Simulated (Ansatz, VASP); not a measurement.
**Cross-check of Ta2S2N (Ta2NS2 MXene monolayer) between VASP and Ansatz**

Wanted: the spread between two codes on one cell, functional and k mesh. The cell is taken from a series of runs on this material, whose earlier steps may have relaxed, scaled, displaced or heated it; both programs get it as it stands.

Calculated with Ansatz 0.2.0; plane waves, with VASP 6.6.1 beside it; single point at PBE with D3(BJ).

### Step 1. The starting structure

The cell holds 5 atoms: 2 S, 2 Ta and 1 N. Its edges and angles: a = 3.284 Å, b = 3.284 Å, c = 23.457 Å, α = 90.0°, β = 90.0°, γ = 120.0°. Vacuum lies along c.

### Step 2. VASP: single point, PBE with D3(BJ)

A single point gives forces, pressure and levels at one fixed geometry, so differences don't come from the geometry; what else differs is listed under the comparison.

Lines of VASP's logs that name or quote its potential files are left out, and so is its time.

Contents of INCAR:

```
SYSTEM = Ta2S2N
PREC = Accurate
ENCUT = 520
EDIFF = 1E-06
NELM = 120
ISMEAR = -1
SIGMA = 0.05
LREAL = .FALSE.
ALGO = Normal
GGA = PE
IVDW = 12
NBANDS = 25
LASPH = .TRUE.
LORBIT = 11
LWAVE = .FALSE.
LCHARG = .FALSE.
ISIF = 2
LDIPOL = .TRUE.
IDIPOL = 3
DIPOL = 0.5 0.5 0.5
LVHAR = .TRUE.
GGA_COMPAT = .FALSE.
NELMDL = -8
KPAR = 2
```

Contents of POSCAR:

```
Ta2S2N
1.0
    3.2836587501      0.0000000000      0.0000000000
   -1.6418293751      2.8437318950      0.0000000000
    0.0000000000      0.0000000000     23.4570794682
S Ta N
2 2 1
Direct
    0.3333333333      0.6666666667      0.3836794778
    0.6666666667      0.3333333333      0.6163205222
    0.6666666667      0.3333333333      0.4514674350
    0.3333333333      0.6666666667      0.5485325650
    0.0000000000      0.0000000000      0.5000000000
```

Contents of KPOINTS:

```
Automatic mesh
0
Gamma
18 18 1
0 0 0
```

Potentials, in the order of the species: S, Ta_pv and N (PBE family, release 64).

Launch:

```console
> mpirun -np 2 vasp_std
```

Numbers of over 12 decimals in the logs are rounded to 6 here.

Log:

```text
[banner, memory and clock lines left out]
running    2 mpi-ranks, on    1 nodes
 distrk:  each k-point on    1 cores,    2 groups
 distr:  one band on    1 cores,    1 groups

 POSCAR found type information on POSCAR S TaN
 POSCAR found :  3 types and       5 ions
 LDA part: xc-table for (Slater+PW92), standard interpolation
 POSCAR, INCAR and KPOINTS ok, starting setup
 FFT: planning ... GRIDC
 FFT: planning ... GRID_SOFT
 FFT: planning ... GRID
 WAVECAR not read
 entering main loop
       N       E                     dE             d eps       ncg     rms          rms(c)
DAV:   1     0.306837980809E+03    0.30684E+03   -0.19468E+04  2210   0.128E+03
DAV:   2    -0.207345384642E+02   -0.32757E+03   -0.32122E+03  2311   0.303E+02
DAV:   3    -0.489413074854E+02   -0.28207E+02   -0.27954E+02  2462   0.849E+01
DAV:   4    -0.497422597782E+02   -0.80095E+00   -0.79679E+00  2411   0.156E+01
DAV:   5    -0.497685923294E+02   -0.26333E-01   -0.26298E-01  2516   0.257E+00
DAV:   6    -0.497697888252E+02   -0.11965E-02   -0.11961E-02  2531   0.558E-01
DAV:   7    -0.497698435250E+02   -0.54700E-04   -0.54695E-04  2684   0.107E-01
DAV:   8    -0.497698444560E+02   -0.93099E-06   -0.93093E-06  2412   0.154E-02    0.306E+01
DAV:   9    -0.456037554704E+02    0.41661E+01   -0.22126E+01  2245   0.271E+01    0.150E+01
DAV:  10    -0.453955134200E+02    0.20824E+00   -0.18845E+00  2317   0.821E+00    0.567E+00
DAV:  11    -0.453575678797E+02    0.37946E-01   -0.28141E-01  2452   0.330E+00    0.648E-01
DAV:  12    -0.453534746809E+02    0.40932E-02   -0.53948E-02  2410   0.119E+00    0.690E-01
DAV:  13    -0.453523417779E+02    0.11329E-02   -0.47473E-03  2460   0.430E-01    0.355E-01
DAV:  14    -0.453511772158E+02    0.11646E-02   -0.25235E-03  2369   0.305E-01    0.941E-02
[...]
DAV:  20    -0.453513860726E+02   -0.46096E-04   -0.10751E-05  2219   0.167E-02    0.164E-02
DAV:  21    -0.453514222588E+02   -0.36186E-04   -0.77542E-06  2258   0.148E-02    0.380E-03
DAV:  22    -0.453514495469E+02   -0.27288E-04   -0.13927E-06  1561   0.594E-03    0.101E-03
DAV:  23    -0.453514625953E+02   -0.13048E-04   -0.43062E-07  1471   0.331E-03    0.232E-03
DAV:  24    -0.453514663119E+02   -0.37166E-05   -0.32360E-07  1486   0.174E-03    0.369E-04
DAV:  25    -0.453514678285E+02   -0.15166E-05   -0.72204E-08  1214   0.122E-03    0.609E-04
DAV:  26    -0.453514706078E+02   -0.27793E-05   -0.16491E-07  1373   0.166E-03    0.280E-04
DAV:  27    -0.453514710643E+02   -0.45654E-06   -0.15174E-08  1018   0.588E-04
   1 F= -.47078702E+02 E0= -.47073064E+02  d E =-.112761E-01
```

From OUTCAR (step 2):

```text
ion  position               nearest neighbor table
   1  0.333  0.667  0.384-   3 2.47   3 2.47   3 2.47
   2  0.667  0.333  0.616-   4 2.47   4 2.47   4 2.47
   3  0.667  0.333  0.451-   5 2.21   5 2.21   5 2.21   1 2.47   1 2.47   1 2.47   4 2.96   4 2.96
                             4 2.96
   4  0.333  0.667  0.549-   5 2.21   5 2.21   5 2.21   2 2.47   2 2.47   2 2.47   3 2.96   3 2.96
                             3 2.96
   5  0.000  0.000  0.500-   3 2.21   4 2.21   3 2.21   4 2.21   3 2.21   4 2.21

  LATTYP: Found a hexagonal cell.
 ALAT       =     3.2836587501
 C/A-ratio  =     7.1435801505

 Subroutine GETGRP returns: Found 12 space group operations
 (whereof 12 operations were pure point group operations)

The static configuration has the point symmetry D_3d.

 Found     37 irreducible k-points:

   k-points           NKPTS =     37   k-points in BZ     NKDIM =     37   number of bands    NBANDS=     25

   dimension x,y,z NGX =    24 NGY =   24 NGZ =  180
   dimension x,y,z NGXF=    48 NGYF=   48 NGZF=  360

   ENCUT  =  520.0 eV  38.22 Ry    6.18 a.u.   6.11  6.11 43.61*2*pi/ulx,y,z

   NELECT =      39.0000    total number of electrons

 k-points in reciprocal lattice and weights: Automatic mesh
   0.00000000  0.00000000  0.00000000       0.003
   0.05555556 -0.00000000  0.00000000       0.019
   0.11111111 -0.00000000  0.00000000       0.019
   0.16666667 -0.00000000  0.00000000       0.019
   0.22222222  0.00000000  0.00000000       0.019
   0.27777778  0.00000000  0.00000000       0.019
   0.33333333 -0.00000000  0.00000000       0.019
   0.38888889 -0.00000000  0.00000000       0.019
   0.44444444  0.00000000  0.00000000       0.019
[...]
0.33333333  0.27777778  0.00000000       0.037
   0.33333333  0.33333333  0.00000000       0.006

 dipolmoment           0.000000      0.000000     -0.000000 electrons x Angstroem

 average (electrostatic) potential at core
       1 -92.6733       2 -92.6733       3 -44.8237       4 -44.8237       5 -71.6204

 E-fermi :  -0.8462

 k-point     1 :       0.0000    0.0000    0.0000
  band No.  band energies     occupation
    ...
     17      -2.2399      2.00000
     18      -2.2399      2.00000
     19      -1.9706      2.00000
     20      -1.9706      2.00000
     21      -1.2301      1.99907
     22      -0.1809      0.00000
     23       0.5754      0.00000
     24       0.5754      0.00000
     25       1.6709      0.00000

 k-point     2 :       0.0556   -0.0000    0.0000
  band No.  band energies     occupation
    ...
     17      -2.6837      2.00000
     18      -2.5683      2.00000
     19      -1.9053      2.00000
     20      -1.6483      2.00000
     21      -1.1092      1.98966
     22      -0.0275      0.00000
     23       0.5478      0.00000
     24       0.6268      0.00000
     25       1.8153      0.00000

 k-point     3 :       0.1111   -0.0000    0.0000
  band No.  band energies     occupation
    ...
     17      -3.1248      2.00000
     18      -2.9230      2.00000
     19      -2.1541      2.00000
     20      -1.2995      1.99977
     21      -0.8427      0.96431
     22       0.2343      0.00000
     23       0.6621      0.00000
     24       0.8185      0.00000
     25       1.7737      0.00000

 Edisp (eV)   -1.72723

  Total       0.08298     0.08298     0.07290    -0.00000     0.00000     0.00000
  in kB       0.60700     0.60700     0.53323    -0.00000     0.00000     0.00000
  external pressure =        0.58 kB  Pullay stress =        0.00 kB

  energy-cutoff  :      520.00
  volume of cell :      219.04
      direct lattice vectors                 reciprocal lattice vectors
     3.283658750  0.000000000  0.000000000     0.304538345  0.175825295  0.000000000
    -1.641829375  2.843731895  0.000000000     0.000000000  0.351650590  0.000000000
     0.000000000  0.000000000 23.457079468     0.000000000  0.000000000  0.042631053

 POSITION                                       TOTAL-FORCE (eV/Angst)
 -----------------------------------------------------------------------------------
     -0.00000      1.89582      9.00000         0.000000      0.000000     -0.017603
      1.64183      0.94791     14.45708         0.000000     -0.000000      0.017603
      1.64183      0.94791     10.59011         0.000000      0.000000     -0.010869
     -0.00000      1.89582     12.86697        -0.000000     -0.000000      0.010869
      0.00000      0.00000     11.72854         0.000000      0.000000      0.000000
 -----------------------------------------------------------------------------------
    total drift:                                0.000000     -0.000000     -0.000000

  FREE ENERGIE OF THE ION-ELECTRON SYSTEM (eV)
  ---------------------------------------------------
  free  energy   TOTEN  =       -47.0787016389 eV

  energy  without entropy=      -47.0674255317  energy(sigma->0) =      -47.07306359

 vacuum level on the upper side and lower side of the slab         4.189         4.189

 total charge
# of ion       s       p       d       tot
------------------------------------------
    1        1.354   2.401   0.000   3.754
    2        1.354   2.401   0.000   3.754
    3        0.294   6.220   2.373   8.887
    4        0.294   6.220   2.373   8.887
    5        1.242   2.487   0.000   3.729
--------------------------------------------------
tot          4.537  19.728   4.747  29.012

[... 3 further parts left out ...]
```

This run has no spin polarisation. Its electron count is odd, so without a moment it is a metal by construction.

### Step 3. Ansatz: single point, PBE with D3(BJ)

Ansatz runs on its default PAW (the set named soft_2) files.

The same cell, functional, mesh and smearing now go to Ansatz, which takes its cutoff from its data sets.

Contents of input.yaml:

```yaml
crystal:
  lattice:
    - [3.2836587501, 0.0, 0.0]
    - [-1.6418293751, 2.843731895, 0.0]
    - [0.0, 0.0, 23.4570794682]
  atoms:
    - { symbol: S, position: [0.3333333333, 0.6666666667, 0.3836794778] }
    - { symbol: Ta, position: [0.6666666667, 0.3333333333, 0.451467435] }
    - { symbol: "N", position: [0.0, 0.0, 0.5] }
    - { symbol: Ta, position: [0.3333333333, 0.6666666667, 0.548532565] }
    - { symbol: S, position: [0.6666666667, 0.3333333333, 0.6163205222] }
kpoints:
  mp_grid: { grid: [18, 18, 1] }
  band_path:
    path: [[0, 0, 0], [0.5, 0, 0], [0.33333333, 0.33333333, 0], [0, 0, 0]]
    npoints: 16
hamiltonian:
  xc: pbe
  dispersion: d3bj
scf:
  occupations: { method: fermi_dirac, width: 0.05 }
  convergence: { dr2_threshold: 1.0e-10 }
efield:
  axis: 3
  dipole_correction: true
  ramp_position: 0.97
  ramp_width: 0.06
  amplitude: 0
output:
  dos: { projected: true, e_range: [-6, 5] }
  bader: true
  write_potential: true
  write_density: true
  volumetric_format: npy
  elf: true
```

Launch:

```console
> ansatz run input.yaml --threads 4 --pin off --max-ram 6144MiB --backend cpu --events-out ev --progress --plain --runs-dir out
```

Log:

```text
Engine: ansatz 0.2.0, x86_64-unknown-linux-gnu
Pseudopotentials: kind: paw
Pseudopotential: S, paw, valence charge 6, recommended cutoff 420 eV (normal), S.paw.azcp
Pseudopotential: Ta, paw, valence charge 13, recommended cutoff 420 eV (normal), Ta.paw.azcp
Pseudopotential: N, paw, valence charge 5, recommended cutoff 420 eV (normal), N.paw.azcp
Functional definition: PBE
  parameter kappa = 0.804
  parameter beta = 0.066725
  exchange = pbe_x(kappa = kappa, mu = beta*pi^2/3)
  correlation = pbe_c(beta = beta)
Crystal: 5 atoms, lattice volume = 219.039 Å³
Basis set: ecut = 420 eV, 4363 PW (Γ)
Bands: 27, of which v1, the nominal top of the filled ones, is band 22 counted from 1 (21 counted from 0)
Symmetry: 6 space group operations
k-points: 37 of 324 (time reversal used)
Non-local potential: S, projectors of the file, l = 0: 2, l = 1: 2, l = 2: 2
Non-local potential: Ta, projectors of the file, l = 0: 3, l = 1: 2, l = 2: 2, l = 3: 1
Non-local potential: N, projectors of the file, l = 0: 2, l = 1: 2, l = 2: 1
PAW form: soft (Blöchl's): semilocal exchange-correlation on the pseudo side does not see the compensation charge
PAW one-centre angular grid: S, 110 points (default); XC on 64 Gauss nodes
PAW one-centre angular grid: Ta, 590 points (default); XC on 64 Gauss nodes
PAW one-centre angular grid: N, 110 points (default); XC on 64 Gauss nodes
Initial density: superposition of atomic densities (neutral atoms: chi_scale 0, normalization atom), corrected by the library's trained network
Initial wavefunctions: pseudopotential atomic-orbital guess
Functional: x = pbe(κ = 0.804, μ = 0.219515), c = pbe(β = 0.066725)
SCF iter   1: F=—  HF=-22059.515507 eV  |F-HF|=—  |Δ(HF+E_count)|=         —  Δρ=3.13e-3  dr2=1.02e-1  ethr=1.77e-3  p=0.000 e·Å  D=7.45e-14 V/Å  ΔV_dip=-0.00 eV  dr2_dipole=3.69e-10  V_vac-E_F(+/−)=5.54/5.54 eV  ⟨swp⟩=9.3  Hψ=6057  notcnv=0
efield: sawtooth ramp at fractional position 0.9700 (set: `efield.ramp_position`, or a place that a band, a saddle search or an elastic batch's reference lends), width 0.0600; the density the first Hamiltonian is built on has a dipole p = 0.000 e·Å; the dipole correction subtracts the counter field D = 7.45e-14 V/Å, which shifts the + side's vacuum level by -0.00 eV against the − side's; the planar-averaged density in the ramp window peaks in size at 1.5e-5 e/Å³
preconditioner: auto → LDOS  [metal: Δε(μ)=0.043 eV  Ē_g=8.704 eV  σ=0.050 eV  W_gap=0.21  n_scr=14 (ndim 8)  ℏωp=13.0 eV  f_vac=0.622  D(μ)=1.41/eV (n_scr^D=8)  β→1.0]
SCF iter   2: F=—  HF=-22059.515308 eV  |F-HF|=—  |Δ(HF+E_count)|=   1.99e-4  Δρ=2.25e-3  dr2=7.61e-2  ethr=2.37e-4  p=0.000 e·Å  D=5.40e-6 V/Å  ΔV_dip=-0.00 eV  dr2_dipole=7.49e-9  V_vac-E_F(+/−)=4.80/4.80 eV  ⟨swp⟩=4.1  Hψ=2051  notcnv=0  defer=8
SCF iter   3: F=—  HF=-22059.504875 eV  |F-HF|=—  |Δ(HF+E_count)|=   1.04e-2  Δρ=4.90e-4  dr2=1.74e-3  ethr=1.77e-4  p=0.000 e·Å  D=1.98e-6 V/Å  ΔV_dip=-0.00 eV  dr2_dipole=1.06e-12  V_vac-E_F(+/−)=5.11/5.11 eV  ⟨swp⟩=2.9  Hψ=1555  notcnv=0  defer=8
SCF iter   4: F=—  HF=-22059.504825 eV  |F-HF|=—  |Δ(HF+E_count)|=   5.00e-5  Δρ=1.26e-4  dr2=2.24e-5  ethr=4.05e-6  p=-0.000 e·Å  D=-1.77e-6 V/Å  ΔV_dip=0.00 eV  dr2_dipole=1.02e-10  V_vac-E_F(+/−)=5.06/5.06 eV  ⟨swp⟩=2.4  Hψ=1477  notcnv=0  defer=8
SCF iter   5: F=—  HF=-22059.504849 eV  |F-HF|=—  |Δ(HF+E_count)|=   2.45e-5  Δρ=3.38e-5  dr2=1.30e-6  ethr=5.21e-8  p=0.000 e·Å  D=1.87e-6 V/Å  ΔV_dip=-0.00 eV  dr2_dipole=8.67e-11  V_vac-E_F(+/−)=5.06/5.06 eV  ⟨swp⟩=3.2  Hψ=2190  notcnv=0  defer=8
SCF iter   6: F=—  HF=-22059.504762 eV  |F-HF|=—  |Δ(HF+E_count)|=   8.76e-5  Δρ=1.06e-5  dr2=2.28e-7  ethr=3.03e-9  p=-0.000 e·Å  D=-1.83e-6 V/Å  ΔV_dip=0.00 eV  dr2_dipole=1.09e-10  V_vac-E_F(+/−)=5.06/5.06 eV  ⟨swp⟩=2.7  Hψ=1668  notcnv=0  defer=8
SCF iter   7: F=—  HF=-22059.504762 eV  |F-HF|=—  |Δ(HF+E_count)|=   2.50e-9  Δρ=2.15e-6  dr2=6.40e-9  ethr=5.31e-10  p=0.000 e·Å  D=5.89e-7 V/Å  ΔV_dip=-0.00 eV  dr2_dipole=1.38e-11  V_vac-E_F(+/−)=5.06/5.06 eV  ⟨swp⟩=2.3  Hψ=1510  notcnv=0  defer=8
SCF iter   8: F=—  HF=-22059.504762 eV  |F-HF|=—  |Δ(HF+E_count)|=   1.21e-8  Δρ=6.11e-7  dr2=5.75e-10  ethr=1.49e-11  p=-0.000 e·Å  D=-4.54e-7 V/Å  ΔV_dip=0.00 eV  dr2_dipole=7.73e-12  V_vac-E_F(+/−)=5.06/5.06 eV  ⟨swp⟩=3.3  Hψ=2022  notcnv=0  defer=8
SCF iter   9: F=-22059.504762 eV  HF=-22059.504762 eV  |F-HF|=2.55e-11  |Δ(HF+E_count)|=   1.06e-9  Δρ=1.16e-7  dr2=5.41e-11  ethr=1.00e-12  p=0.000 e·Å  D=5.13e-7 V/Å  ΔV_dip=-0.00 eV  dr2_dipole=8.86e-12  V_vac-E_F(+/−)=5.06/5.06 eV  ⟨swp⟩=6.1  Hψ=3290  notcnv=0
SCF 1 converged in 9 iterations: F = -22059.504762 eV  dr2 = 5.41e-11
  greatest PAW one-centre occupation: 0.999 electrons in one spin orbital (limit 2), on the Ta atom at site 1 (counted from 0), in its partial waves of l = 0
NSCF: frozen V_eff on 49 k-points
efield: sawtooth ramp at fractional position 0.9700 (kept from the solve that this one continues, or follows in the run), width 0.0600; the density the first Hamiltonian is built on has a dipole p = 0.000 e·Å; the dipole correction subtracts the counter field D = 5.13e-7 V/Å, which shifts the + side's vacuum level by -0.00 eV against the − side's; the planar-averaged density in the ramp window peaks in size at 1.9e-6 e/Å³
WARN: The output density's exchange-correlation potential varies sharply where the density is thin. Do not read a vacuum level from v_tot or v_xc, or from such a field of the output density. On a cell that repeats whose density bears no net charge and no dipole along the vacuum's axis use v_es (v_loc + v_h of the components); under efield.dipole_correction with no amplitude use v_es + v_field, which holds any externa [...]
SCF converged after 9 iterations
Free energy (F): -22059.504762 eV
Harris-Foulkes:  -22059.504762 eV  (|F-HF|=2.55e-11)
Internal energy: -22059.493449 eV  (E = F + TS)
E sigma→0 (E₀):  -22059.499105 eV
Entropy (-TS):   -0.011313 eV (-2.263 meV/atom)
Fermi energy:    1.626307 eV
Dipole field:    D = -0.000003 V/Å  (p = -0.000004 e·Å, saw-weighted, corrected)
Work function:   Φ+ = 5.0559 eV   Φ− = 5.0558 eV
Levels:          The Fermi level and band energies are counted from a zero that moves with the ramp; work functions are not
--- Per-component energies (eV) ---
  E_band       = -812.777696
  E_kinetic    = 1080.868493
  E_local      = -39992.190962  (includes V_loc(G=0)·N_el)
  E_nonlocal   = 131.469349
  E_hartree    = 19442.680118
  E_xc         = -693.682669
  E_vxc        = -662.675634  (∫ρ·V_xc dr)
  E_paw        = -18121.460235  (= ΣΔE_a)
  E_vpaw       = -255.609688  (= ΣTr[D̂ρ^β])
  E_aug_tail   = 0.000390  (compensation charges beyond the density's cutoff)
  E_efield     = 0.000000  (sawtooth field / dipole correction)
  E_vefield    = 0.000000  (∫n·V_field dr)
  E_ewald      = 16094.549501
  E_disp       = -1.727434  (pairwise vdW)
  E_smearing   = -0.011313  (= −TS)
  E_closure    = 0.000000  (closes the sum)
  Σ components = -22059.504762   (vs F -22059.504762, Δ=0.00e0)
--- Band table (eV; the first three rows and the last of 37) ---
  k-point 0: bands = [... 18 lower, 0.2354, 0.2354, 0.4969, 0.4969, 1.2494, 2.2877, 3.0487, 3.0487, ... 1 higher]
  k-point 1: bands = [... 18 lower, -0.2116, -0.0956, 0.5677, 0.8218, 1.3670, 2.4407, 3.0208, 3.1002, ... 1 higher]
  k-point 2: bands = [... 18 lower, -0.6479, -0.4510, 0.3211, 1.1716, 1.6301, 2.7042, 3.1327, 3.2919, ... 1 higher]
  k-point 36: bands = [... 18 lower, -2.2553, -2.2553, 1.4567, 1.4567, 2.1312, 4.1796, 4.1796, 4.5764, ... 1 higher]
--- Bader charges: 5 sites ---
  site symbol  charge [e]  shift [e]
     0      S     -0.8996     0.0026
     1     Ta      1.8070     0.0035
     2      N     -1.8148     0.0018
     3     Ta      1.8071     0.0035
     4      S     -0.8997     0.0026
  estimated error of the sums over rays = 8.8e-4 e
```

### Step 4. Side by side

Known differences besides the potentials themselves: the data sets hold 43 valence electrons in Ansatz (on its default PAW (the set named soft_2) files) and 39 in VASP; the cutoff is 420 eV in Ansatz and 520 eV in VASP. Total energies have different zeros and are not compared.

Compared:

```tsv
quantity	Ansatz	VASP	difference
work function, lower of the two faces (eV)	5.06	5.04	+0.02
work function, higher of the two faces (eV)	5.06	5.04	+0.02
```

With vacuum in the cell, a pressure given here is an average over mostly empty space and none of the material.

### Step 5. Summary of results

| Quantity | Value |
| --- | --- |
| difference in work function, higher of the two faces (single point, PBE with D3(BJ)) | 0.021 eV |

What this shows: The difference in work function, higher of the two faces is 0.021 eV (single point, PBE with D3(BJ)). The data sets hold unlike numbers of valence electrons (43 in Ansatz and 39 in VASP), so part of the differences comes from the potentials. How closely two codes agree says nothing of how well the functional describes the real material.

[Lines on the potential files, build, host, timing and source positions are cut from VASP's logs without a mark.]

[Logs are printed without paths, hosts, clocks, repeated set-up lines and the standing remarks that a program may print on its own settings, such as how far it seeks lower states.]

[Hosts, paths, dates, database ids (printed as entryN), source tags and the programs' standing remarks are cut or masked in the printed files.]
